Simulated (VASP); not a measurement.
```yaml
crystal:
  lattice:
    - [0.00000, 1.81272, 1.81272]
    - [1.81272, 0.00000, 1.81272]
    - [1.81272, 1.81272, 0.00000]
  atoms:
    - { symbol: B, position: [0.00000, 0.00000, 0.00000] }
    - { symbol: N, position: [0.25000, 0.25000, 0.25000] }
```

Level of theory: PBE GGA, VASP's PBE PAW potentials (set 64) (plane waves; VASP 6.6.1). Settings: 520 eV cut-off, Gaussian smearing of 0.050 eV, potentials B N.

**Question.** Give the energies of bands 2 to 7 at the high-symmetry points, in eV from the valence-band maximum.

**Answer.** 
```json
[
 {"band": "2", "Γ": "0.00", "X": "-8.86", "U": "-8.08", "L": "-10.61", "W": "-7.55"},
 {"band": "3", "Γ": "0.00", "X": "-4.86", "U": "-7.59", "L": "-1.92", "W": "-6.90"},
 {"band": "4", "Γ": "0.00", "X": "-4.86", "U": "-4.04", "L": "-1.92", "W": "-6.45"},
 {"band": "5", "Γ": "8.78", "X": "4.45", "U": "6.88", "L": "10.03", "W": "9.56"},
 {"band": "6", "Γ": "8.78", "X": "9.18", "U": "12.79", "L": "10.66", "W": "13.20"},
 {"band": "7", "Γ": "8.78", "X": "17.79", "U": "15.71", "L": "10.66", "W": "14.45"}
]
```

The gap is indirect, 4.45 eV, from the valence maximum at Γ to the conduction minimum at X.

Measured: gap 6.20 eV at 300 K (computed value off by -1.75 eV), as given by arXiv:1206.3780.

The compound is BN in the zinc blende structure. It was relaxed first.
